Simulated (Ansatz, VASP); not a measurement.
# Cross-check of H26C12S3O7 between VASP and Ansatz

Wanted: the spread between two codes on one cell, functional and k mesh. The cell is taken from a series of runs on this material, whose earlier steps may have relaxed, scaled, displaced or heated it; both programs get it as it stands.

Method: plane waves, with VASP 6.6.1 beside it; PBEsol, in Ansatz 0.2.0.

## (1) The starting structure

The cell holds 192 atoms: 28 O, 12 S, 48 C and 104 H. Cell: a = 12.507 Å, b = 12.507 Å, c = 12.507 Å, α = 90.0°, β = 90.0°, γ = 90.0°.

## (2) Ansatz: single point, PBEsol

Ansatz runs on its default PAW (the set named soft_2) files.

With cell and atoms fixed, the geometry can't cause a difference; cores, projectors, grids and the points listed under the comparison can.

Contents of input.yaml:

```yaml
crystal:
  lattice:
    - [12.50726, 0.0, 0.0]
    - [0.0, 12.50726, 0.0]
    - [0.0, 0.0, 12.50726]
  atoms:
    - { symbol: O, position: [0.86134, 0.49895, 0.87352] }
    - { symbol: S, position: [0.84692, 0.4076, 0.94118] }
    - { symbol: O, position: [0.92038, 0.38381, 0.02747] }
    - { symbol: C, position: [0.8354, 0.28833, 0.86726] }
    - { symbol: C, position: [0.73446, 0.23476, 0.91459] }
    - { symbol: C, position: [0.6589, 0.32369, 0.93197] }
    - { symbol: C, position: [0.7184, 0.40616, 0.99413] }
    - { symbol: H, position: [0.82232, 0.3035, 0.78338] }
    - { symbol: H, position: [0.9081, 0.24121, 0.87273] }
    - { symbol: H, position: [0.75256, 0.19391, 0.98916] }
    - { symbol: H, position: [0.69462, 0.17596, 0.8594] }
    - { symbol: H, position: [0.63094, 0.3482, 0.85403] }
    - { symbol: H, position: [0.59061, 0.29523, 0.98304] }
    - { symbol: H, position: [0.71282, 0.3858, 0.07501] }
    - { symbol: H, position: [0.68191, 0.48336, 0.97867] }
    - { symbol: O, position: [0.24816, 0.81201, 0.26253] }
    - { symbol: S, position: [0.16678, 0.87236, 0.31683] }
    - { symbol: O, position: [0.07932, 0.92218, 0.25881] }
    - { symbol: C, position: [0.22729, 0.97837, 0.38808] }
    - { symbol: C, position: [0.19113, 0.9637, 0.4981] }
    - { symbol: C, position: [0.19454, 0.84613, 0.52058] }
    - { symbol: C, position: [0.12624, 0.79588, 0.42953] }
    - { symbol: H, position: [0.31157, 0.95915, 0.3832] }
    - { symbol: H, position: [0.20992, 0.05361, 0.34507] }
    - { symbol: H, position: [0.10951, 0.99626, 0.50436] }
    - { symbol: H, position: [0.23926, 0.01196, 0.55543] }
    - { symbol: H, position: [0.2755, 0.8228, 0.51021] }
    - { symbol: H, position: [0.1581, 0.82026, 0.59544] }
    - { symbol: H, position: [0.04327, 0.81179, 0.44387] }
    - { symbol: H, position: [0.14137, 0.70971, 0.41919] }
[... 156 atom lines left out ...]
    - { symbol: O, position: [0.456, 0.51459, 0.02283] }
    - { symbol: H, position: [0.44508, 0.54466, 0.0961] }
    - { symbol: H, position: [0.43009, 0.56707, 0.96835] }
    - { symbol: O, position: [0.94629, 0.14514, 0.56624] }
    - { symbol: H, position: [0.95352, 0.19548, 0.62793] }
    - { symbol: H, position: [0.87232, 0.15012, 0.53631] }
kpoints:
  mp_grid: { grid: [1, 1, 1] }
hamiltonian:
  xc: pbesol
scf:
  occupations: { method: gaussian, width: 0.025 }
output:
  forces: true
  stress: true
  populations: intrinsic
  dos:
    method: { smearing: { sigma: 0.15 } }
    de: 0.1
    projected: { site_lists: { C: [C], H: [H], O: [O], S: [S] } }
  eigenvalues: true
  write_density: true
  write_potential: true
  volumetric_format: npy
```

Started as:

```console
ansatz run input.yaml --threads 8 --pin off --max-ram 15872MiB --backend cpu --events-out ev --progress --plain --runs-dir out
```

Numbers of over 12 decimals in the logs are rounded to 6 here.

What it wrote:

```text
Engine: ansatz 0.2.0, aarch64-unknown-linux-gnu
Pseudopotentials: kind: paw
Pseudopotential: O, paw, valence charge 6, recommended cutoff 420 eV (normal), O.paw.azcp
Pseudopotential: S, paw, valence charge 6, recommended cutoff 420 eV (normal), S.paw.azcp
Pseudopotential: C, paw, valence charge 4, recommended cutoff 420 eV (normal), C.paw.azcp
Pseudopotential: H, paw, valence charge 1, recommended cutoff 420 eV (normal), H.paw.azcp
Functional definition: PBEsol
  exchange = pbesol_x
  correlation = pbesol_c
Crystal: 192 atoms, lattice volume = 1956.530 Å³
Basis set: ecut = 420 eV, 38161 PW (Γ), exchange–correlation on 180×180×180 points (8 copies of the dense FFT grid, shifted against one another)
Bands: 460, of which v1, the nominal top of the filled ones, is band 268 counted from 1 (267 counted from 0)
Symmetry: 1 space group operations
Space group: P1 (ITA 1), of the structure as read, at distance tolerance 1.3e-4 Å
k-points: 1
Non-local potential: O, projectors of the file, l = 0: 2, l = 1: 2, l = 2: 1
Non-local potential: S, projectors of the file, l = 0: 2, l = 1: 2, l = 2: 2
Non-local potential: C, projectors of the file, l = 0: 2, l = 1: 2, l = 2: 1
Non-local potential: H, projectors of the file, l = 0: 2, l = 1: 1
PAW form: soft (Blöchl's): semilocal exchange-correlation on the pseudo side does not see the compensation charge
PAW frozen core: O, regenerated for the run's functional, and the local potential with it (the file was generated under x = pbe(κ = 0.804, μ = 0.219515), c = pbe(β = 0.066725))
PAW frozen core: S, regenerated for the run's functional, and the local potential with it (the file was generated under x = pbe(κ = 0.804, μ = 0.219515), c = pbe(β = 0.066725))
PAW frozen core: C, regenerated for the run's functional, and the local potential with it (the file was generated under x = pbe(κ = 0.804, μ = 0.219515), c = pbe(β = 0.066725))
PAW one-centre angular grid: O, 110 points (default); XC on 64 Gauss nodes
PAW one-centre angular grid: S, 110 points (default); XC on 64 Gauss nodes
PAW one-centre angular grid: C, 110 points (default); XC on 64 Gauss nodes
PAW one-centre angular grid: H, 110 points (default); XC on 64 Gauss nodes
Initial density: superposition of atomic densities (neutral atoms: chi_scale 0, normalization atom), corrected by the library's trained network
Initial wavefunctions: pseudopotential atomic-orbital guess
Functional: x = pbesol(κ = 0.804, μ = 0.123457), c = pbesol(β = 0.046)
SCF iter   1: F=—  HF=-39787.110146 eV  |F-HF|=—  |Δ(HF+E_count)|=         —  Δρ=6.21e-3  dr2=7.48e-1  ethr=1.77e-3  ⟨swp⟩=7.0  Hψ=2241  notcnv=0  defer=71
preconditioner: auto → Resta (q_TF=auto, 2.199 Å⁻¹)  ε∞=2.5  [insulator: Δε(μ)=4.864 eV  Ē_g=15.291 eV  σ=0.025 eV  W_gap=1.00  n_scr=364 (ndim 8)  ℏωp=19.0 eV  f_vac=0.215  D(μ)=0.00/eV (n_scr^D=0)  ε∞_Penn≈2.5]
SCF iter   2: F=—  HF=-39786.952298 eV  |F-HF|=—  |Δ(HF+E_count)|=   1.58e-1  Δρ=3.47e-3  dr2=1.76e-1  ethr=1.40e-4  ⟨swp⟩=2.0  Hψ=621  notcnv=0  defer=184
SCF iter   3: F=—  HF=-39786.953911 eV  |F-HF|=—  |Δ(HF+E_count)|=   1.61e-3  Δρ=1.54e-3  dr2=5.23e-2  ethr=3.28e-5  ⟨swp⟩=5.0  Hψ=557  notcnv=0  defer=184
SCF iter   4: F=—  HF=-39786.946859 eV  |F-HF|=—  |Δ(HF+E_count)|=   7.05e-3  Δρ=4.97e-4  dr2=4.95e-3  ethr=9.75e-6  ⟨swp⟩=4.0  Hψ=554  notcnv=0  defer=184
SCF iter   5: F=—  HF=-39786.947457 eV  |F-HF|=—  |Δ(HF+E_count)|=   5.98e-4  Δρ=2.11e-4  dr2=1.10e-3  ethr=9.24e-7  ⟨swp⟩=2.0  Hψ=797  notcnv=0  defer=184
SCF iter   6: F=—  HF=-39786.947925 eV  |F-HF|=—  |Δ(HF+E_count)|=   4.68e-4  Δρ=1.52e-4  dr2=4.23e-4  ethr=2.06e-7  ⟨swp⟩=2.0  Hψ=539  notcnv=0  defer=184
SCF iter   7: F=—  HF=-39786.947923 eV  |F-HF|=—  |Δ(HF+E_count)|=   1.72e-6  Δρ=3.41e-5  dr2=2.83e-5  ethr=7.90e-8  ⟨swp⟩=2.0  Hψ=539  notcnv=0  defer=184
SCF iter   8: F=—  HF=-39786.951259 eV  |F-HF|=—  |Δ(HF+E_count)|=   3.34e-3  Δρ=2.35e-5  dr2=9.34e-6  ethr=5.29e-9  ⟨swp⟩=2.0  Hψ=540  notcnv=0  defer=184
SCF iter   9: F=—  HF=-39786.951260 eV  |F-HF|=—  |Δ(HF+E_count)|=   9.14e-7  Δρ=5.71e-6  dr2=6.56e-7  ethr=1.74e-9  ⟨swp⟩=2.0  Hψ=538  notcnv=0  defer=184
SCF iter  10: F=—  HF=-39786.951261 eV  |F-HF|=—  |Δ(HF+E_count)|=   8.09e-7  Δρ=2.89e-6  dr2=1.62e-7  ethr=1.22e-10  ⟨swp⟩=2.0  Hψ=533  notcnv=0  defer=184
SCF iter  11: F=-39786.951261 eV  HF=-39786.951261 eV  |F-HF|=1.91e-8  |Δ(HF+E_count)|=   7.30e-8  Δρ=1.76e-6  dr2=5.72e-8  ethr=1.87e-11  ⟨swp⟩=23.0  Hψ=3930  notcnv=0
SCF 1 converged in 11 iterations: F = -39786.951261 eV  dr2 = 5.72e-8
  greatest PAW one-centre occupation: 0.882 electrons in one spin orbital (limit 2), on the O atom at site 62 (counted from 0), in its partial waves of l = 0
[...]
--- intrinsic populations: 192 sites ---
  site symbol       q [e]
     0      O      6.9063
     1      S      3.9160
     2      O      6.9347
     3      C      4.5911
     4      C      4.3175
     5      C      4.3133
     6      C      4.6033
     7      H      0.7727
     8      H      0.7925
     9      H      0.8277
    10      H      0.8187
    11      H      0.8240
    12      H      0.8136
    13      H      0.7837
    14      H      0.7736
    15      O      6.9019
    16      S      3.9480
    17      O      6.8774
    18      C      4.5437
    19      C      4.3367
    20      C      4.3387
    21      C      4.5767
    22      H      0.7970
    23      H      0.7808
[...]
184      H      0.6315
   185      H      0.6399
   186      O      6.8411
   187      H      0.6316
   188      H      0.6346
   189      O      6.8614
   190      H      0.6278
   191      H      0.6318
  spilling = -0.000000 (of n_electrons = 536.000000)
```

The column dr2 measures how far the density is from self-consistency, as an energy; F and HF (Harris–Foulkes) agree once it is small.

## (3) VASP: single point, PBEsol

The same cell, functional, mesh and smearing now go to VASP, with its own data sets.

Lines of VASP's logs that name or quote its potential files are left out, and so is its time.

Contents of INCAR:

```
SYSTEM = H26C12S3O7
PREC = Accurate
ENCUT = 600
EDIFF = 1E-06
NELM = 120
ISMEAR = 0
SIGMA = 0.025
LREAL = Auto
ALGO = Normal
GGA = PS
NBANDS = 402
LORBIT = 11
LWAVE = .FALSE.
LCHARG = .FALSE.
ISIF = 2
LASPH = .TRUE.
GGA_COMPAT = .FALSE.
EFERMI = MIDGAP
```

Contents of POSCAR:

```
H26C12S3O7
1.0
   12.5072600000      0.0000000000      0.0000000000
    0.0000000000     12.5072600000      0.0000000000
    0.0000000000      0.0000000000     12.5072600000
O S C H
28 12 48 104
Direct
    0.8613400000      0.4989500000      0.8735200000
    0.9203800000      0.3838100000      0.0274700000
    0.2481600000      0.8120100000      0.2625300000
    0.0793200000      0.9221800000      0.2588100000
    0.7022300000      0.1931800000      0.2591100000
    0.7765600000      0.1758200000      0.4441900000
    0.3813100000      0.6338400000      0.8684500000
    0.3058900000      0.6390700000      0.6783500000
    0.0281400000      0.2857300000      0.6953900000
    0.2089100000      0.3583300000      0.7456400000
    0.8011000000      0.7250500000      0.4518400000
    0.7821500000      0.5301500000      0.4214100000
    0.8345500000      0.9489700000      0.9477500000
    0.6840000000      0.8427500000      0.8560400000
    0.1333200000      0.9071600000      0.8796600000
    0.2987900000      0.0116500000      0.8574200000
    0.3574600000      0.2062200000      0.4114700000
    0.2471800000      0.3143500000      0.2819400000
    0.1306100000      0.6088700000      0.2411600000
    0.3243800000      0.6024100000      0.1707400000
    0.3937900000      0.0339700000      0.2038800000
    0.5029400000      0.8856000000      0.2926000000
    0.6733700000      0.2064400000      0.6747100000
    0.5117500000      0.2704500000      0.5803200000
    0.4320000000      0.6786600000      0.3279300000
    0.9539200000      0.8379200000      0.1242800000
    0.4560000000      0.5145900000      0.0228300000
    0.9462900000      0.1451400000      0.5662400000
    0.8469200000      0.4076000000      0.9411800000
    0.1667800000      0.8723600000      0.3168300000
[... 156 atom lines left out ...]
    0.9292400000      0.8809600000      0.0615800000
    0.0067100000      0.8804400000      0.1666700000
    0.4450800000      0.5446600000      0.0961000000
    0.4300900000      0.5670700000      0.9683500000
    0.9535200000      0.1954800000      0.6279300000
    0.8723200000      0.1501200000      0.5363100000
```

Contents of KPOINTS:

```
Automatic mesh
0
Gamma
1 1 1
0 0 0
```

PAW data sets: O, S, C and H (PBE family, release 64).

Started as:

```console
export OMP_NUM_THREADS=3
mpirun -np 1 vasp_gam
```

What it wrote:

```text
[banner, memory and clock lines left out]
running    1 mpi-ranks, on    1 nodes
[...]
Offloading initialized ...    1 GPUs detected
[...]
|                                                                             |
|               ----> ADVICE to this user running VASP <----                  |
|                                                                             |
|     You enforced a specific xc type in the INCAR file but a different       |
|     [... a line on the potential file left out ...]
|     I HOPE YOU KNOW WHAT YOU ARE DOING!                                     |
|                                                                             |

 LDA part: xc-table for (Slater+PW92), standard interpolation
 POSCAR, INCAR and KPOINTS ok, starting setup
[...]
entering main loop
       N       E                     dE             d eps       ncg     rms          rms(c)
DAV:   1     0.445322482078E+04    0.44532E+04   -0.30391E+05   812   0.139E+03
DAV:   2    -0.655583777335E+03   -0.51088E+04   -0.48369E+04  1022   0.308E+02
DAV:   3    -0.117388314718E+04   -0.51830E+03   -0.51350E+03   992   0.101E+02
DAV:   4    -0.118639111123E+04   -0.12508E+02   -0.12443E+02  1024   0.172E+01
[...]
DAV:  17    -0.107114436062E+04    0.18841E-05   -0.13275E-04  1016   0.260E-02    0.166E-02
DAV:  18    -0.107114436385E+04   -0.32280E-05   -0.35556E-05   976   0.112E-02    0.125E-02
DAV:  19    -0.107114436314E+04    0.71018E-06   -0.46847E-06   928   0.708E-03
   1 F= -.10711444E+04 E0= -.10711444E+04  d E =0.000000E+00
```

Parts of OUTCAR (step 3):

```text
  FREE ENERGIE OF THE ION-ELECTRON SYSTEM (eV)
  ---------------------------------------------------
  free  energy   TOTEN  =     -1071.1443631369 eV

  energy  without entropy=    -1071.1443631369  energy(sigma->0) =    -1071.14436314
```

The run ends at a pressure of 3.37 GPa, with forces up to 3.5 eV/Å.

## (4) Comparison

Known differences besides the potentials themselves: the cutoff is 420 eV in Ansatz and 600 eV in VASP (PREC = Accurate, projectors in real space); Ansatz makes its cores anew for this functional, VASP keeps those of its PBE data sets. Total energies have different zeros and are not compared.

Both answers:

| quantity | Ansatz | VASP | difference |
| --- | --- | --- | --- |
| pressure (GPa) | 3.63 | 3.37 | +0.26 |
| gap on the k mesh (eV) | 4.946 | 4.927 | +0.018 |

Forces on 8 of the 192 atoms, those with the largest forces and the largest differences (eV/Å; atoms numbered as in POSCAR):

| atom | Ansatz x, y, z | VASP x, y, z |
| --- | --- | --- |
| O10 | 2.035, -0.828, 1.871 | 1.778, -0.836, 1.690 |
| O24 | -0.844, 1.829, -0.995 | -0.682, 1.615, -0.875 |
| S31 | 0.018, 2.514, -2.010 | -0.095, 2.520, -1.884 |
| S32 | -0.812, 1.501, -2.093 | -0.860, 1.505, -1.988 |
| S33 | -1.817, 0.680, -1.884 | -1.654, 0.623, -1.691 |
| C73 | 3.254, 0.401, 1.338 | 3.228, 0.405, 1.356 |
| C80 | -1.152, 0.125, -2.445 | -1.144, 0.137, -2.435 |
| H136 | -2.205, 1.690, 1.688 | -2.213, 1.703, 1.702 |

The forces differ by 47 meV/Å r.m.s., which is 6.1 % of the r.m.s. force of 0.768 eV/Å (both taken over all components). A gap on the mesh is an upper bound, since the band edges may lie between its points.

## (5) Results

| Item | Value |
| --- | --- |
| r.m.s. force difference (single point, PBEsol) | 6.1 % of the r.m.s. force |

What this shows: The r.m.s. force difference is 6.1 % of the r.m.s. force (single point, PBEsol), beyond the 3 % picked in this series as the mark of a large difference. What causes the difference of the single point, PBEsol pair stays open here. Such differences can come from data sets, numerical settings and the points named under the comparisons, not from the functional's error against experiment.

[Lines on the potential files, build, host, timing and source positions are cut from VASP's logs without a mark.]

[Logs are printed without paths, hosts, clocks, repeated set-up lines and the standing remarks that a program may print on its own settings, such as how far it seeks lower states.]

[Hosts, paths, dates, database ids (printed as entryN), source tags and the programs' standing remarks are cut or masked in the printed files.]
